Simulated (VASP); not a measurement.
# MoOs in VASP: notebook

One sheet, MoOs, is run at these levels: PBEsol; tasks: band structure.

Everything below comes from runs of VASP 6.6.1. Logs are shortened: lines on timing, memory, paths and dates and some standing lists are left out, and cuts for length are marked.

## 1. Starting point

The cell holds a sheet with vacuum, 2 atoms: a = 3.442 Å, b = 3.442 Å, c = 23.800 Å, α = 90.00°, β = 90.00°, γ = 90.00°.

The cell was built by a generator and needn't be a form met in nature.

## 2. Band structure, PBEsol

INCAR reads:

```
SYSTEM = MoOs
  PREC = Accurate
  ENCUT = 520
  EDIFF = 1E-6
  ISMEAR = -1
  SIGMA = 0.05
  LREAL = .False.
  LASPH = .True.
  NELM = 60
  ALGO = Fast
  ISIF = 2
  LWAVE = .False.
  LCHARG = .False.
  LMAXMIX = 4
  LDIPOL = .True.
  IDIPOL = 3
  DIPOL = 0.5 0.5 0.294
  GGA = PS
  NBANDS = 18
```

KPOINTS reads:

```
Automatic mesh
0
Gamma
  6 6 1
  0 0 0
```

POSCAR reads:

```
MoOs
1.0
    3.4415200000      0.0000000000      0.0000000000
    0.0000000000      3.4415200000      0.0000000000
    0.0000000000      0.0000000000     23.8000000000
Mo Os
1 1
Direct
    0.5000000000      0.5000000000      0.2941200000
    0.0000000000      0.0000000000      0.2941200000
```

KPOINTS_OPT reads:

```
path GXMGZRAZ,XR,MA
20
line-mode
reciprocal
 0.0000000000  0.0000000000  0.0000000000  G
 0.0000000000  0.5000000000  0.0000000000  X

 0.0000000000  0.5000000000  0.0000000000  X
 0.5000000000  0.5000000000  0.0000000000  M

 0.5000000000  0.5000000000  0.0000000000  M
 0.0000000000  0.0000000000  0.0000000000  G

 0.0000000000  0.0000000000  0.0000000000  G
 0.0000000000  0.0000000000  0.5000000000  Z

 0.0000000000  0.0000000000  0.5000000000  Z
 0.0000000000  0.5000000000  0.5000000000  R

 0.0000000000  0.5000000000  0.5000000000  R
 0.5000000000  0.5000000000  0.5000000000  A

 0.5000000000  0.5000000000  0.5000000000  A
 0.0000000000  0.0000000000  0.5000000000  Z

 0.0000000000  0.5000000000  0.0000000000  X
 0.0000000000  0.5000000000  0.5000000000  R

 0.5000000000  0.5000000000  0.0000000000  M
 0.5000000000  0.5000000000  0.5000000000  A
```

Potentials or basis: VASP PAW PBE potentials, release 64 (Mo_sv, Os).

Started as:

```bash
$ cat potpaw_PBE.64/Mo_sv/POTCAR potpaw_PBE.64/Os/POTCAR > POTCAR
$ mpirun -np 1 vasp_std > vasp.out
```

OUTCAR:

```text
SYSTEM = MoOs
   PREC = Accurate
   ENCUT = 520
   EDIFF = 1E-6
   ISMEAR = -1
   LREAL = .False.
   LASPH = .True.
   NELM = 60
   ISIF = 2
   GGA = PS

 ion  position               nearest neighbor table
   1  0.500  0.500  0.294-   2 2.43   2 2.43   2 2.43   2 2.43
   2  0.000  0.000  0.294-   1 2.43   1 2.43   1 2.43   1 2.43

  LATTYP: Found a simple tetragonal cell.
 ALAT       =     3.4415200000
 C/A-ratio  =     6.9155489435

  Lattice vectors:

 A1 = (   3.4415200000,   0.0000000000,   0.0000000000)
 A2 = (   0.0000000000,   3.4415200000,   0.0000000000)
 A3 = (   0.0000000000,   0.0000000000,  23.8000000000)

Analysis of symmetry for initial positions (statically):
=====================================================================
 Subroutine PRICEL returns:
 Original cell was already a primitive cell.

 Routine SETGRP: Setting up the symmetry group for a
 simple tetragonal supercell.

 Subroutine GETGRP returns: Found 16 space group operations
 (whereof  8 operations were pure point group operations)
 out of a pool of 16 trial point group operations.

The static configuration has the point symmetry C_4v.
 The point group associated with its full space group is D_4h.

Analysis of symmetry for dynamics (positions and initial velocities):
=====================================================================
 Subroutine PRICEL returns:
 Original cell was already a primitive cell.

 Routine SETGRP: Setting up the symmetry group for a
 simple tetragonal supercell.

 Subroutine GETGRP returns: Found 16 space group operations
 (whereof  8 operations were pure point group operations)
 out of a pool of 16 trial point group operations.

The dynamic configuration has the point symmetry C_4v.
 The point group associated with its full space group is D_4h.

 Subroutine INISYM returns: Found 16 space group operations
 (whereof  8 operations are pure point group operations),
 and found     1 'primitive' translations

----------------------------------------------------------------------------------------

                                     Primitive cell

  volume of cell :     281.8886

  direct lattice vectors                    reciprocal lattice vectors
     3.441520000  0.000000000  0.000000000     0.290569283  0.000000000  0.000000000
     0.000000000  3.441520000  0.000000000     0.000000000  0.290569283  0.000000000
     0.000000000  0.000000000 23.800000000     0.000000000  0.000000000  0.042016807

  length of vectors
     3.441520000  3.441520000 23.800000000     0.290569283  0.290569283  0.042016807

  position of ions in fractional coordinates (direct lattice)
     0.500000000  0.500000000  0.294120000
     0.000000000  0.000000000  0.294120000

  ion indices of the primitive-cell ions
   primitive index   ion index
                 1           1
                 2           2

----------------------------------------------------------------------------------------

 KPOINTS: Automatic mesh

Automatic generation of k-mesh.
 Grid dimensions read from file:
 generate k-points for:    6    6    1

 Generating k-lattice:

  Cartesian coordinates                     Fractional coordinates (reciprocal lattice)
     0.048428214  0.000000000  0.000000000     0.166666667  0.000000000  0.000000000
     0.000000000  0.048428214  0.000000000     0.000000000  0.166666667  0.000000000
     0.000000000  0.000000000  0.042016807     0.000000000  0.000000000  1.000000000

  Length of vectors
     0.048428214  0.048428214  0.042016807

  Shift w.r.t. Gamma in fractional coordinates (k-lattice)
     0.000000000  0.000000000  0.000000000

 Subroutine IBZKPT returns following result:
 ===========================================

 Found     10 irreducible k-points:

 Following reciprocal coordinates:
            Coordinates               Weight
  0.000000  0.000000  0.000000      1.000000
  0.166667  0.000000  0.000000      4.000000
  0.333333  0.000000  0.000000      4.000000
  0.500000  0.000000  0.000000      2.000000
  0.166667  0.166667  0.000000      4.000000
  0.333333  0.166667  0.000000      8.000000
  0.500000  0.166667  0.000000      4.000000
  0.333333  0.333333  0.000000      4.000000
  0.500000  0.333333  0.000000      4.000000
  0.500000  0.500000  0.000000      1.000000
   k-points           NKPTS =     10   k-points in BZ     NKDIM =     10   number of bands    NBANDS=     18
   number of dos      NEDOS =    301   number of ions     NIONS =      2
   total plane-waves  NPLWV = 141120
   dimension x,y,z NGX =    28 NGY =   28 NGZ =  180
   dimension x,y,z NGXF=    56 NGYF=   56 NGZF=  360
   ions per type =               1   1
   NGX,Y,Z   is equivalent  to a cutoff of  13.53, 13.53, 12.57 a.u.
   NGXF,Y,Z  is equivalent  to a cutoff of  27.05, 27.05, 25.15 a.u.
 SYSTEM =  MoOs
   PREC   = accura    normal or accurate (medium, high low for compatibility)
   ISTART =      0    job   : 0-new  1-cont  2-samecut
[... 69 lines left out ...]
  band No.  band energies     occupation
      1     -64.5864      2.00000
      2     -38.7465      2.00000
      3     -38.6771      2.00000
      4     -38.6771      2.00000
      5     -10.0693      2.00000
      6      -9.8572      2.00000
[... 10 lines left out ...]
     17       1.7717      0.00000
     18       1.9414      0.00000

 k-point     2 :       0.1667    0.0000    0.0000
  band No.  band energies     occupation
      1     -64.5814      2.00000
      2     -38.7456      2.00000
      3     -38.7213      2.00000
      4     -38.6961      2.00000
      5      -9.4468      2.00000
      6      -9.3499      2.00000
[... 10 lines left out ...]
     17       1.7765      0.00000
     18       2.1933      0.00000

 k-point     3 :       0.3333    0.0000    0.0000
  band No.  band energies     occupation
      1     -64.5714      2.00000
      2     -38.8087      2.00000
      3     -38.7437      2.00000
      4     -38.7338      2.00000
      5      -8.0401      2.00000
      6      -7.7399      2.00000
[... 10 lines left out ...]
     17       0.7640      0.00000
     18       2.8049      0.00000

 k-point     4 :       0.5000    0.0000    0.0000
  band No.  band energies     occupation
      1     -64.5663      2.00000
      2     -38.8519      2.00000
      3     -38.7525      2.00000
      4     -38.7428      2.00000
      5      -6.9825      2.00000
      6      -6.2431      2.00000
[... 10 lines left out ...]
     17       2.5034      0.00000
     18       2.5719      0.00000

 k-point     5 :       0.1667    0.1667    0.0000
  band No.  band energies     occupation
      1     -64.5782      2.00000
      2     -38.7612      2.00000
      3     -38.7442      2.00000
      4     -38.6961      2.00000
      5      -9.2696      2.00000
      6      -8.8501      2.00000
[... 10 lines left out ...]
     17       2.1167      0.00000
     18       2.5614      0.00000

 k-point     6 :       0.3333    0.1667    0.0000
  band No.  band energies     occupation
      1     -64.5716      2.00000
      2     -38.8093      2.00000
      3     -38.7414      2.00000
      4     -38.7277      2.00000
      5      -8.3365      2.00000
      6      -7.4900      2.00000
[... 10 lines left out ...]
     17       1.6103      0.00000
     18       3.1292      0.00000

 k-point     7 :       0.5000    0.1667    0.0000
  band No.  band energies     occupation
      1     -64.5683      2.00000
      2     -38.8256      2.00000
      3     -38.7510      2.00000
      4     -38.7400      2.00000
      5      -6.9957      2.00000
      6      -6.5472      2.00000
[... 10 lines left out ...]
     17       2.6980      0.00000
     18       2.7121      0.00000

 k-point     8 :       0.3333    0.3333    0.0000
  band No.  band energies     occupation
      1     -64.5720      2.00000
      2     -38.7954      2.00000
      3     -38.7367      2.00000
      4     -38.7308      2.00000
      5      -8.3446      2.00000
      6      -7.1162      2.00000
[... 10 lines left out ...]
     17       1.5408      0.00000
     18       4.1008      0.00000

 k-point     9 :       0.5000    0.3333    0.0000
  band No.  band energies     occupation
      1     -64.5723      2.00000
      2     -38.7729      2.00000
      3     -38.7480      2.00000
      4     -38.7344      2.00000
      5      -7.6853      2.00000
      6      -7.3285      2.00000
[... 10 lines left out ...]
     17       2.9762      0.00000
     18       3.2113      0.00000

 k-point    10 :       0.5000    0.5000    0.0000
  band No.  band energies     occupation
      1     -64.5742      2.00000
      2     -38.7465      2.00000
      3     -38.7465      2.00000
      4     -38.7316      2.00000
      5      -8.0626      2.00000
      6      -7.6624      2.00000
[... 10 lines left out ...]
     17       3.0687      0.00000
     18       3.6363      0.00000

------------------------ aborting loop because EDIFF is reached ----------------------------------------

 vacuum level on the upper side and lower side of the slab       (xc-potential included)        -0.006        -0.006

  FORCE on cell =-STRESS in cart. coord.  units (eV):
  Direction    XX          YY          ZZ          XY          YZ          ZX
  --------------------------------------------------------------------------------------
  -------------------------------------------------------------------------------------
  Total       -1.5395349     -1.5395349     -0.0182775      0.0000000      0.0000000      0.0000000
  in kB       -8.7502922     -8.7502922     -0.1038842      0.0000000      0.0000000      0.0000000
  external PRESSURE =      -5.8681562 kB  Pullay stress =       0.0000000 kB

 VOLUME and BASIS-vectors are now :
 -----------------------------------------------------------------------------
  energy-cutoff  :      520.00
  volume of cell :      281.89
      direct lattice vectors                 reciprocal lattice vectors
     3.441520000  0.000000000  0.000000000     0.290569283  0.000000000  0.000000000
     0.000000000  3.441520000  0.000000000     0.000000000  0.290569283  0.000000000
     0.000000000  0.000000000 23.800000000     0.000000000  0.000000000  0.042016807

 POSITION                                       TOTAL-FORCE (eV/Angst)
 -----------------------------------------------------------------------------------
      1.72076      1.72076      7.00006        -0.000000      0.000000      0.000000
      0.00000      0.00000      7.00006         0.000000     -0.000000     -0.000000
 -----------------------------------------------------------------------------------
    total drift:                                0.000000      0.000000      0.000044

  FREE ENERGIE OF THE ION-ELECTRON SYSTEM (eV)
  ---------------------------------------------------
  free  energy   TOTEN  =       -18.7324090207 eV

  energy  without entropy=      -18.7030572189  energy(sigma->0) =      -18.71773312

 vacuum level on the upper side and lower side of the slab         1.740         1.740
```

Wall time 6.7 min (1 thread of AMD EPYC 9R14 (Zen 4), shared host); peak memory 0.34 GiB.

Results:

```
Free energy             : -18.7324 eV
Band gap along the path : none (metal or under the smearing width)
```

Levels at the corners of the path, in eV from the Fermi level:
```csv
point,band 7,band 8,band 9,band 10,band 11,band 12,band 13,band 14
Γ,-5.25,-2.22,-2.16,-2.16,0.74,1.76,2.52,2.52
X,-2.02,-1.52,-1.34,-0.67,-0.64,-0.60,-0.01,0.27
X,-2.02,-1.52,-1.34,-0.67,-0.64,-0.60,-0.01,0.27
M,-3.77,-3.77,-0.18,-0.05,0.78,1.26,2.53,2.53
M,-3.77,-3.77,-0.18,-0.05,0.78,1.26,2.53,2.53
Γ,-5.25,-2.22,-2.16,-2.16,0.74,1.76,2.52,2.52
Γ,-5.25,-2.22,-2.16,-2.16,0.74,1.76,2.52,2.52
Z,-5.25,-2.22,-2.16,-2.16,0.74,1.76,2.52,2.52
Z,-5.25,-2.22,-2.16,-2.16,0.74,1.76,2.52,2.52
R,-2.02,-1.52,-1.34,-0.67,-0.64,-0.60,-0.01,0.27
R,-2.02,-1.52,-1.34,-0.67,-0.64,-0.60,-0.01,0.27
A,-3.77,-3.77,-0.18,-0.05,0.78,1.26,2.53,2.53
A,-3.77,-3.77,-0.18,-0.05,0.78,1.26,2.53,2.53
Z,-5.25,-2.22,-2.16,-2.16,0.74,1.76,2.52,2.52
X,-2.02,-1.52,-1.34,-0.67,-0.64,-0.60,-0.01,0.27
R,-2.02,-1.52,-1.34,-0.67,-0.64,-0.60,-0.01,0.27
M,-3.77,-3.77,-0.18,-0.05,0.78,1.26,2.53,2.53
A,-3.77,-3.77,-0.18,-0.05,0.78,1.26,2.53,2.53
```

Caveat: the PAW data sets were made with another functional, which shifts forces and pressure a little; spin-orbit coupling is left out, which moves the levels of the heavy elements.

## 3. Band structure, PBEsol, spin-orbit coupling, no magnetisation

INCAR: that of step 2 with these lines changed.

```diff
@@ -13,2 +13,6 @@
   LCHARG = .False.
+  MAGMOM = 0 0 0 0 0 0
+  LORBIT = 11
+  LSORBIT = .True.
+  GGA_COMPAT = .False.
   LMAXMIX = 4
@@ -18,2 +22,2 @@
   GGA = PS
-  NBANDS = 18
+  NBANDS = 34
```

KPOINTS is that of step 2.

POSCAR is that of step 2.

KPOINTS_OPT is that of step 2.

Potentials or basis: VASP PAW PBE potentials, release 64 (Mo_sv, Os).

Started as:

```bash
$ cat potpaw_PBE.64/Mo_sv/POTCAR potpaw_PBE.64/Os/POTCAR > POTCAR
$ mpirun -np 1 vasp_ncl > vasp.out
```

Wall time 32 min (1 thread of AMD EPYC 9R14 (Zen 4), shared host); peak memory 0.9 GiB.

Results (log left out):

```yaml
Free_energy: -19.1639 eV
Valence_electrons_inside_the_program's_atomic_spheres: Mo 12.56; Os 7.33
```

Caveat: the PAW data sets were made with another functional, which shifts forces and pressure a little.

## 4. Band structure, PBEsol

POSCAR is that of step 3.

INCAR.step1 reads:

```
SYSTEM = MoOs
ALGO = Fast
DIPOL = 0.5 0.5 0.294
EDIFF = 1E-6
ENCUT = 520
GGA = PS
IDIPOL = 3
ISIF = 2
ISMEAR = 0
LASPH = .True.
LCHARG = .True.
LDIPOL = .True.
LMAXMIX = 4
LREAL = .False.
LWAVE = .False.
NBANDS = 18
NELM = 60
NELMIN = 8
PREC = Accurate
SIGMA = 0.02
```

KPOINTS.step1 reads:

```
k-points
0
Gamma
  6 6 1
  0 0 0
```

INCAR.step2 reads:

```
SYSTEM = MoOs
ALGO = Fast
DIPOL = 0.5 0.5 0.294
EDIFF = 1E-6
ENCUT = 520
GGA = PS
ICHARG = 11
IDIPOL = 3
ISIF = 2
ISMEAR = 0
LASPH = .True.
LCHARG = .False.
LDIPOL = .True.
LMAXMIX = 4
LREAL = .False.
LWAVE = .False.
NBANDS = 18
NELM = 60
NELMIN = 8
PREC = Accurate
SIGMA = 0.05
```

KPOINTS.step2 reads:

```
path GXMGZRAZ,XR,MA
20
line-mode
reciprocal
 0.0000000000  0.0000000000  0.0000000000  G
 0.0000000000  0.5000000000  0.0000000000  X

 0.0000000000  0.5000000000  0.0000000000  X
 0.5000000000  0.5000000000  0.0000000000  M

 0.5000000000  0.5000000000  0.0000000000  M
 0.0000000000  0.0000000000  0.0000000000  G

 0.0000000000  0.0000000000  0.0000000000  G
 0.0000000000  0.0000000000  0.5000000000  Z

 0.0000000000  0.0000000000  0.5000000000  Z
 0.0000000000  0.5000000000  0.5000000000  R

 0.0000000000  0.5000000000  0.5000000000  R
 0.5000000000  0.5000000000  0.5000000000  A

 0.5000000000  0.5000000000  0.5000000000  A
 0.0000000000  0.0000000000  0.5000000000  Z

 0.0000000000  0.5000000000  0.0000000000  X
 0.0000000000  0.5000000000  0.5000000000  R

 0.5000000000  0.5000000000  0.0000000000  M
 0.5000000000  0.5000000000  0.5000000000  A
```

Started as:

```bash
$ cat potpaw_PBE.64/Mo_sv/POTCAR potpaw_PBE.64/Os/POTCAR > POTCAR
$ cp INCAR.step1 INCAR
$ cp KPOINTS.step1 KPOINTS
$ mpirun -np 1 vasp_std > vasp.out
$ cp INCAR.step2 INCAR
$ cp KPOINTS.step2 KPOINTS
$ mpirun -np 1 vasp_std > vasp.out
```

Run time: 8 min. Hardware: 1 thread of AMD EPYC 9R14 (Zen 4), shared host; peak memory 1.1 GiB.

Results (log left out):

- Band gap along the path: none (metal or under the smearing width)

Levels at the corners of the path, in eV from the Fermi level:
```csv
point,band 6,band 7,band 8,band 9,band 10,band 11,band 12,band 13,band 14,band 15
Γ,-6.11,-5.19,-2.21,-2.13,-2.13,0.72,1.78,2.56,2.56,4.68
X,-2.49,-1.99,-1.49,-1.28,-0.66,-0.60,-0.53,0.01,0.31,0.46
X,-2.49,-1.99,-1.49,-1.28,-0.66,-0.60,-0.53,0.01,0.31,0.46
M,-3.91,-3.74,-3.74,-0.17,0.00,0.79,1.34,2.56,2.56,3.20
M,-3.91,-3.74,-3.74,-0.17,0.00,0.79,1.34,2.56,2.56,3.20
Γ,-6.11,-5.19,-2.21,-2.13,-2.13,0.72,1.78,2.56,2.56,4.70
Γ,-6.11,-5.19,-2.21,-2.13,-2.13,0.72,1.78,2.56,2.56,4.68
Z,-6.11,-5.19,-2.21,-2.13,-2.13,0.72,1.78,2.56,2.56,4.68
Z,-6.11,-5.19,-2.21,-2.13,-2.13,0.72,1.78,2.56,2.56,4.68
R,-2.49,-1.99,-1.49,-1.28,-0.66,-0.60,-0.53,0.01,0.31,0.46
R,-2.49,-1.99,-1.49,-1.28,-0.66,-0.60,-0.53,0.01,0.31,0.46
A,-3.91,-3.74,-3.74,-0.17,0.00,0.79,1.34,2.56,2.56,3.20
A,-3.91,-3.74,-3.74,-0.17,0.00,0.79,1.34,2.56,2.56,3.20
Z,-6.11,-5.19,-2.21,-2.13,-2.13,0.72,1.78,2.56,2.56,5.09
X,-2.49,-1.99,-1.49,-1.28,-0.66,-0.60,-0.53,0.01,0.31,0.46
R,-2.49,-1.99,-1.49,-1.28,-0.66,-0.60,-0.53,0.01,0.31,0.46
M,-3.91,-3.74,-3.74,-0.17,0.00,0.79,1.34,2.56,2.56,3.20
A,-3.91,-3.74,-3.74,-0.17,0.00,0.79,1.34,2.56,2.56,3.20
```

Caveat: the log is that of the step along the path at fixed density, whose energy, stress, charges and moments have no meaning; the PAW data sets were made with another functional, which shifts forces and pressure a little; spin-orbit coupling is left out, which moves the levels of the heavy elements.
